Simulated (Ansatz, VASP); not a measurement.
# Cross-check of CeB2C2 between VASP and Ansatz, part 2 of 2

One calculation is typed for both programs; each brings its own data sets and cutoff. How far apart do they land?

VASP 6.6.1 and Ansatz 0.2.0.

So far. Step 2 (Ansatz: single point, PBEsol, DFT+U): The run ends at a pressure of -0.88 GPa, with forces up to 0.22 eV/Å.

In doubt: a part-filled 4f shell, where there is one, can sit in one of many states, so energies may not be the lowest and differences between runs may mislead; derivatives with an open 4f shell can jump between states, which bears on forces and vibrations.

### Step 3. VASP: single point, PBEsol, DFT+U

Level of this step: PBEsol, DFT+U (Ce f 6 eV), spin-polarised from an antiferromagnetic start; plane waves and PAW (Ce, B, C) (VASP).

The same cell, functional, mesh and smearing now go to VASP, with its own data sets and cutoff.

Lines of VASP's logs that name or quote its potential files are left out, and so is its time.

INCAR reads:

```
SYSTEM = CeB2C2
PREC = Normal
ENCUT = 480
EDIFF = 1E-06
NELM = 150
ISMEAR = -1
SIGMA = 0.1
LREAL = .FALSE.
ALGO = Normal
GGA = PS
NBANDS = 38
ISPIN = 2
MAGMOM = 1 -1 0 0 0 0 0 0 0 0
LDAU = .TRUE.
LDAUTYPE = 2
LDAUL = 3 -1 -1
LDAUU = 6 0 0
LDAUJ = 0 0 0
LDAUPRINT = 1
LASPH = .TRUE.
LMAXMIX = 6
AMIX = 0.2
BMIX = 1E-04
AMIX_MAG = 0.8
BMIX_MAG = 1E-04
LORBIT = 11
LWAVE = .FALSE.
LCHARG = .TRUE.
KPAR = 4
```

POSCAR reads:

```
CeB2C2
1.0
    5.3958000000      0.0000000000      0.0000000000
    0.0000000000      5.3958000000      0.0000000000
    0.0000000000      0.0000000000      3.8442000000
Ce B C
2 4 4
Direct
    0.0000000000      0.0000000000      0.0000000000
    0.5000000000      0.5000000000      0.0000000000
    0.3610000000      0.8610000000      0.5000000000
    0.1390000000      0.3610000000      0.5000000000
    0.6390000000      0.1390000000      0.5000000000
    0.8610000000      0.6390000000      0.5000000000
    0.1600000000      0.6600000000      0.5000000000
    0.3400000000      0.1600000000      0.5000000000
    0.8400000000      0.3400000000      0.5000000000
    0.6600000000      0.8400000000      0.5000000000
```

KPOINTS reads:

```
Automatic mesh
0
Gamma
6 6 10
0 0 0
```

The projector-augmented-wave data sets are Ce, B and C (PBE family, release 64).

Launch:

```
$ mpirun -np 4 vasp_std
```

Numbers of over 12 decimals in the logs are rounded to 6 here.

What it wrote:

```text
[banner, memory and clock lines left out]
running    4 mpi-ranks, on    1 nodes
 distrk:  each k-point on    1 cores,    4 groups
 distr:  one band on    1 cores,    1 groups

 POSCAR found type information on POSCAR CeB C
 POSCAR found :  3 types and      10 ions
|                                                                             |
|               ----> ADVICE to this user running VASP <----                  |
|                                                                             |
|     You enforced a specific xc type in the INCAR file but a different       |
|     [... a line on the potential file left out ...]
|     I HOPE YOU KNOW WHAT YOU ARE DOING!                                     |
|                                                                             |

 LDA part: xc-table for (Slater+PW92), standard interpolation
 POSCAR, INCAR and KPOINTS ok, starting setup
 FFT: planning ... GRIDC
 FFT: planning ... GRID_SOFT
 FFT: planning ... GRID
 WAVECAR not read
 entering main loop
       N       E                     dE             d eps       ncg     rms          rms(c)
DAV:   1     0.517150523185E+03    0.51715E+03   -0.20127E+04  9120   0.148E+03
DAV:   2     0.197878365606E+02   -0.49736E+03   -0.45005E+03 10720   0.328E+02
DAV:   3    -0.855143198114E+02   -0.10530E+03   -0.10224E+03 13106   0.153E+02
DAV:   4    -0.917688388944E+02   -0.62545E+01   -0.61861E+01 16024   0.423E+01
DAV:   5    -0.920576871522E+02   -0.28885E+00   -0.28781E+00 16256   0.859E+00    0.204E+01
DAV:   6    -0.803231162903E+02    0.11735E+02   -0.23824E+01 13256   0.228E+01    0.121E+01
DAV:   7    -0.818986747496E+02   -0.15756E+01   -0.45818E+01 13914   0.244E+01    0.152E+01
DAV:   8    -0.810093633630E+02    0.88931E+00   -0.37594E+00 16086   0.949E+00    0.125E+01
DAV:   9    -0.805590004774E+02    0.45036E+00   -0.18416E+00 15098   0.470E+00    0.121E+01
DAV:  10    -0.805754289240E+02   -0.16428E-01   -0.83071E-02 14690   0.137E+00    0.122E+01
[... 120 further cycles ...]
DAV: 131    -0.794137533686E+02   -0.11073E-02   -0.17256E-02 15624   0.323E-01    0.739E-02
DAV: 132    -0.794132818083E+02    0.47156E-03   -0.29934E-03 15266   0.169E-01    0.549E-02
DAV: 133    -0.794130542797E+02    0.22753E-03   -0.83046E-04 15688   0.746E-02    0.419E-02
DAV: 134    -0.794128886157E+02    0.16566E-03   -0.55545E-04 15372   0.549E-02    0.476E-02
DAV: 135    -0.794127819108E+02    0.10670E-03   -0.23707E-04 14784   0.384E-02    0.462E-02
DAV: 136    -0.794129327166E+02   -0.15081E-03   -0.39774E-04 15308   0.566E-02    0.480E-02
DAV: 137    -0.794131672844E+02   -0.23457E-03   -0.92796E-04 15656   0.760E-02    0.539E-02
DAV: 138    -0.794129979075E+02    0.16938E-03   -0.45624E-04 15462   0.613E-02    0.502E-02
DAV: 139    -0.794130012314E+02   -0.33240E-05   -0.24252E-06  8794   0.848E-03    0.499E-02
DAV: 140    -0.794130021631E+02   -0.93167E-06   -0.26093E-07  8668   0.294E-03
   1 F= -.79413002E+02 E0= -.79296700E+02  d E =-.232604E+00  mag=     0.0000
```

From OUTCAR (step 3):

```text
ion  position               nearest neighbor table
   1  0.000  0.000  0.000-
   2  0.500  0.500  0.000-
   3  0.361  0.861  0.500-   7 1.53   8 1.62  10 1.62   5 2.12
   4  0.139  0.361  0.500-   8 1.53   7 1.62   9 1.62   6 2.12
   5  0.639  0.139  0.500-   9 1.53   8 1.62  10 1.62   3 2.12
   6  0.861  0.639  0.500-  10 1.53   9 1.62   7 1.62   4 2.12
   7  0.160  0.660  0.500-   3 1.53   4 1.62   6 1.62
   8  0.340  0.160  0.500-   4 1.53   3 1.62   5 1.62
   9  0.840  0.340  0.500-   5 1.53   4 1.62   6 1.62
  10  0.660  0.840  0.500-   6 1.53   5 1.62   3 1.62

  LATTYP: Found a simple tetragonal cell.
 ALAT       =     5.3958000000
 C/A-ratio  =     0.7124430112

 Subroutine GETGRP returns: Found 16 space group operations
 (whereof  8 operations were pure point group operations)

The static configuration has the point symmetry C_4h.
 The point group associated with its full space group is D_4h.

 Found     60 irreducible k-points:

   k-points           NKPTS =     60   k-points in BZ     NKDIM =     60   number of bands    NBANDS=     38

   dimension x,y,z NGX =    30 NGY =   30 NGZ =   24
   dimension x,y,z NGXF=    60 NGYF=   60 NGZF=   48

   ENCUT  =  480.0 eV  35.28 Ry    5.94 a.u.   9.64  9.64  6.87*2*pi/ulx,y,z

   NELECT =      52.0000    total number of electrons

 k-points in reciprocal lattice and weights: Automatic mesh
   0.00000000  0.00000000  0.00000000       0.003
   0.16666667  0.00000000  0.00000000       0.011
   0.33333333  0.00000000  0.00000000       0.011
   0.50000000  0.00000000  0.00000000       0.006
   0.16666667  0.16666667  0.00000000       0.011
   0.33333333  0.16666667  0.00000000       0.022
   0.50000000  0.16666667  0.00000000       0.011
   0.33333333  0.33333333  0.00000000       0.011
   0.50000000  0.33333333  0.00000000       0.011
[...]
0.50000000  0.33333333  0.50000000       0.011
   0.50000000  0.50000000  0.50000000       0.003

atom =   1  type =  1  l = 3

 onsite density matrix

spin component  1

  0.0875  0.0000 -0.0399 -0.0000  0.0321 -0.0000  0.0000
  0.0000  0.0457  0.0000 -0.0000  0.0000  0.0000  0.0000
 -0.0399  0.0000  0.0493  0.0000 -0.0000 -0.0000  0.0321
 -0.0000 -0.0000  0.0000  0.0256  0.0000 -0.0000 -0.0000
  0.0321  0.0000 -0.0000  0.0000  0.0493 -0.0000  0.0399
 -0.0000  0.0000 -0.0000 -0.0000 -0.0000  0.0679 -0.0000
  0.0000  0.0000  0.0321 -0.0000  0.0399 -0.0000  0.0875

spin component  2

  0.0188  0.0000 -0.0005 -0.0000  0.0028 -0.0000  0.0000
  0.0000  0.0472  0.0000 -0.0000  0.0000 -0.0103  0.0000
[...]
o =  0.1004  v =  0.0000  0.1904 -0.0000  0.0000  0.0000  0.9817  0.0000  0.0000  0.0000  0.0000  0.0000  0.0000  0.0000  0.0000      0.0000  0.0000  0.0000  0.0000  0.0000  0.0000  0.0000  0.0000  0.0000  0.0000  0.0000  0.0000  0.0000  0.0000
  o =  0.1231  v =  0.0000  0.0000  0.0000  0.0000  0.0000  0.0000  0.0000  0.0000 -0.0000 -0.3571  0.0000  0.4448 -0.0000  0.8214      0.0000  0.0000  0.0000  0.0000  0.0000  0.0000  0.0000  0.0000  0.0000  0.0000  0.0000  0.0000  0.0000  0.0000
  o =  0.1231  v =  0.0000  0.0000  0.0000  0.0000  0.0000  0.0000  0.0000  0.8214  0.0000 -0.4448 -0.0000 -0.3571  0.0000  0.0000      0.0000  0.0000  0.0000  0.0000  0.0000  0.0000  0.0000  0.0000  0.0000  0.0000  0.0000  0.0000  0.0000  0.0000

 average (electrostatic) potential at core
       1 -78.0723       2 -78.0723       3 -24.6422       4 -24.6422       5 -24.6422
       6 -24.6422       7 -46.6386       8 -46.6386       9 -46.6386      10 -46.6386

 E-fermi :   8.1483

 spin component 1
 k-point     1 :       0.0000    0.0000    0.0000
  band No.  band energies     occupation
    ...
     22       5.6922      1.00000
     23       6.1508      1.00000
     24       6.1508      1.00000
     25       6.6762      1.00000
     26       7.8921      0.92841
     27       8.2657      0.23619
     28       8.4884      0.03228
     29       8.4884      0.03228
     30       8.7567      0.00227
     31       8.7849      0.00172
    ...

 k-point     2 :       0.1667    0.0000    0.0000
  band No.  band energies     occupation
    ...
     22       5.8280      1.00000
     23       5.8798      1.00000
     24       6.1423      1.00000
     25       6.8181      1.00000
     26       7.5870      0.99637
     27       8.3784      0.09106
     28       8.4773      0.03594
     29       8.6167      0.00916
     30       8.6661      0.00561
     31       8.7736      0.00192
    ...

 k-point     3 :       0.3333    0.0000    0.0000
  band No.  band energies     occupation
    ...
     22       5.1814      1.00000
     23       5.2074      1.00000
     24       6.1155      1.00000
     25       7.2674      0.99985
     26       7.7701      0.97773
     27       8.3404      0.12784
     28       8.4350      0.05383
     29       8.5406      0.01940
     30       8.7679      0.00203
     31       8.7880      0.00166
    ...

 k-point     4 :       0.5000    0.0000    0.0000
  band No.  band energies     occupation
    ...
     22       4.7603      1.00000
     23       5.4774      1.00000
     24       5.4780      1.00000
     25       7.8402      0.95613
     26       8.0110      0.79790
     27       8.2281      0.31057
     28       8.3777      0.09165
     29       8.4117      0.06703
     30       8.7420      0.00263
     31       8.7652      0.00209
    ...

 k-point     5 :       0.1667    0.1667    0.0000
  band No.  band energies     occupation
    ...
     22       5.1429      1.00000
     23       5.9607      1.00000
     24       6.3409      1.00000
     25       6.8894      1.00000
     26       7.5724      0.99686
     27       8.3768      0.09236
     28       8.4517      0.04591
     29       8.6332      0.00778
     30       8.7345      0.00284
     31       8.7658      0.00208
    ...

 k-point     6 :       0.3333    0.1667    0.0000
  band No.  band energies     occupation
    ...
     22       5.1766      1.00000
     23       5.4491      1.00000
     24       6.2097      1.00000
     25       7.2064      0.99992
     26       7.9283      0.90027
     27       8.2280      0.31066
     28       8.4744      0.03693
     29       8.5404      0.01944
     30       8.6817      0.00480
     31       8.7821      0.00176
    ...

  Total       -3.9512972     -3.9512972     -7.9204354      0.0000000      0.0000000      0.0000000
  in kB      -56.5630230    -56.5630230   -113.3814416      0.0000000      0.0000000      0.0000000
  external PRESSURE =     -75.5024958 kB  Pullay stress =       0.0000000 kB

  energy-cutoff  :      480.00
  volume of cell :      111.92
      direct lattice vectors                 reciprocal lattice vectors
     5.395800000  0.000000000  0.000000000     0.185329330  0.000000000  0.000000000
     0.000000000  5.395800000  0.000000000     0.000000000  0.185329330  0.000000000
     0.000000000  0.000000000  3.844200000     0.000000000  0.000000000  0.260132147

 POSITION                                       TOTAL-FORCE (eV/Angst)
 -----------------------------------------------------------------------------------
      0.00000      0.00000      0.00000        -0.000000     -0.000000     -0.000000
      2.69790      2.69790      0.00000        -0.000000     -0.000000     -0.000000
      1.94788      4.64578      1.92210         0.154481      0.154481     -0.000000
      0.75002      1.94788      1.92210        -0.154481      0.154481     -0.000000
      3.44792      0.75002      1.92210        -0.154481     -0.154481     -0.000000
      4.64578      3.44792      1.92210         0.154481     -0.154481      0.000000
      0.86333      3.56123      1.92210         0.074252      0.074252      0.000000
      1.83457      0.86333      1.92210        -0.074252      0.074252     -0.000000
      4.53247      1.83457      1.92210        -0.074252     -0.074252     -0.000000
      3.56123      4.53247      1.92210         0.074252     -0.074252      0.000000
 -----------------------------------------------------------------------------------
    total drift:                               -0.000000      0.000000     -0.000000

  FREE ENERGIE OF THE ION-ELECTRON SYSTEM (eV)
  ---------------------------------------------------
  free  energy   TOTEN  =       -79.4130021631 eV

  energy  without entropy=      -79.1803986112  energy(sigma->0) =      -79.29670039

 total charge
# of ion       s       p       d       f       tot
--------------------------------------------------
    1        1.985   5.728   1.047   0.719   9.479
    2        1.985   5.728   1.047   0.719   9.479
    3        0.695   1.334   0.000   0.000   2.029
    4        0.695   1.334   0.000   0.000   2.029
    5        0.695   1.334   0.000   0.000   2.029
    6        0.695   1.334   0.000   0.000   2.029
    7        0.843   1.656   0.000   0.000   2.499
    8        0.843   1.656   0.000   0.000   2.499
    9        0.843   1.656   0.000   0.000   2.499
   10        0.843   1.656   0.000   0.000   2.499
--------------------------------------------------
tot         10.123  23.417   2.095   1.439  37.073

 magnetization (x)
# of ion       s       p       d       f       tot
--------------------------------------------------
    1       -0.000  -0.000  -0.007   0.108   0.100
    2        0.000   0.000   0.007  -0.108  -0.100
    3        0.000   0.000   0.000   0.000   0.000
    4        0.000   0.000   0.000   0.000   0.000
    5        0.000   0.000   0.000   0.000   0.000
    6        0.000   0.000   0.000   0.000   0.000
    7        0.000   0.000   0.000   0.000   0.000
    8        0.000   0.000   0.000   0.000   0.000
    9        0.000   0.000   0.000   0.000   0.000
   10        0.000   0.000   0.000   0.000   0.000
--------------------------------------------------
tot          0.000   0.000   0.000   0.000   0.000

[... 2 further parts left out ...]
```

The magnetic state follows from one typed start and may not be the lowest.

### Step 4. Differences

Known differences besides the PAW data sets themselves: U acts on the PAW sphere in VASP and on atomic orbitals in Ansatz, so only states and trends compare; the cutoff is 420 eV in Ansatz and 480 eV in VASP (PREC = Normal); Ansatz makes its cores anew for this functional, VASP keeps those of its PBE data sets; site moments are counted in spheres of each program's own size. Total energies have different zeros and are not compared.

Compared:

| quantity | Ansatz | VASP | difference |
| --- | --- | --- | --- |
| pressure (GPa) | -0.88 | -7.55 | +6.67 |
| moment on Ce1 (μB) | 0.97 | 0.10 | +0.87 |
| moment on Ce2 (μB) | -0.97 | -0.10 | -0.87 |

Forces (eV/Å; atoms numbered as in POSCAR):

| atom | Ansatz x, y, z | VASP x, y, z |
| --- | --- | --- |
| Ce1 | 0.000, 0.000, 0.000 | 0.000, 0.000, 0.000 |
| Ce2 | 0.000, 0.000, 0.000 | 0.000, 0.000, 0.000 |
| B3 | 0.161, 0.142, -0.021 | 0.154, 0.154, 0.000 |
| B4 | -0.161, 0.142, -0.021 | -0.154, 0.154, 0.000 |
| B5 | -0.161, -0.142, 0.021 | -0.154, -0.154, 0.000 |
| B6 | 0.161, -0.142, 0.021 | 0.154, -0.154, 0.000 |
| C7 | 0.040, 0.033, 0.004 | 0.074, 0.074, 0.000 |
| C8 | -0.040, 0.033, 0.004 | -0.074, 0.074, 0.000 |
| C9 | -0.040, -0.033, -0.004 | -0.074, -0.074, 0.000 |
| C10 | 0.040, -0.033, -0.004 | 0.074, -0.074, 0.000 |

The forces differ by 22 meV/Å r.m.s., which is 24.7 % of the r.m.s. force of 0.09 eV/Å (both taken over all components). By their total or site moments the two runs ended in different magnetic states; the other differences may follow from that, so they don't measure the programs' precision. Ansatz's pressure holds a Pulay correction of 0.31 GPa; VASP's holds none.

### Step 5. Looking for the cause

The difference is large enough to ask for its cause, so further runs change the set-up of one program at a time, as the table lists.

| run | difference in moment on Ce1 (μB) |
| --- | --- |
| as above | 0.87 |
| a start from the moments at which VASP ended, with Ansatz's search for lower states switched off | 0.86 |
| cores kept as stored, as VASP does, whose cores stay as stored | 0.87 |

### Step 6. Summary of results

- difference in moment on Ce1 (single point, PBEsol, DFT+U): 0.87 μB

**Reading.** The difference in moment on Ce1 is 0.87 μB (single point, PBEsol, DFT+U). The runs ended with unlike moments, so this pair says little about numerical agreement. For single point, PBEsol, DFT+U: no further run halves the difference in moment on Ce1; only Ansatz's side was varied. In Ansatz the state reached from VASP's moments (total 0.04 μB) lies 20 meV/atom above the first one. How closely two codes agree says nothing of how well the functional describes the real material.

[Lines on the potential files, build, host, timing and source positions are cut from VASP's logs without a mark.]

[Logs are printed without paths, hosts, clocks, repeated set-up lines and the standing remarks that a program may print on its own settings, such as how far it seeks lower states.]

[Hosts, paths, dates, database ids (printed as entryN), source tags and the programs' standing remarks are cut or masked in the printed files.]
